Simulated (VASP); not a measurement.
The system is BiB.

```xyz
2
Lattice="-0.1399 2.7680 2.7680 2.7680 -0.1399 2.7680 2.7680 2.7680 -0.1399" Properties=species:S:1:pos:R:3 pbc="T T T"
B    -0.0135   -0.0135   -0.0135
Bi    1.3625    1.3625    1.3625
```

The cell was built by a generator and needn't be a form met in nature.

The cell isn't the ideal one: epitaxial_111 strain +5.9%.

Base run:

```yaml
Program: VASP 6.6.1
Functional: PBE
Potentials_or_basis: VASP PAW PBE potentials, release 64 (B, Bi_d)
Cutoff: 520 eV
k_mesh: 8 × 8 × 8
Occupations: fermi-dirac, width 0.02 eV
Spin: no spin polarisation
```

Its results: band gap on the k mesh none (metal or under the smearing width); pressure -4.5 GPa; largest force 0.026 eV/Å.

Question: The run is repeated on the same cell with these changes: functional from PBE to r2SCAN; further incar settings from ALGO = Normal; EDIFF = 1e-07; NBANDS = 16 to ALGO = Normal; EDIFF = 1e-06; NBANDS = 16. What comes out?

Answer: Band gap on the k mesh none (metal or under the smearing width); pressure -5.8 GPa; largest force 0.007 eV/Å.

Caveats: spin-orbit coupling is left out, which moves the levels of the heavy elements; the PAW data sets were made with another functional, which shifts forces and pressure a little (some runs).
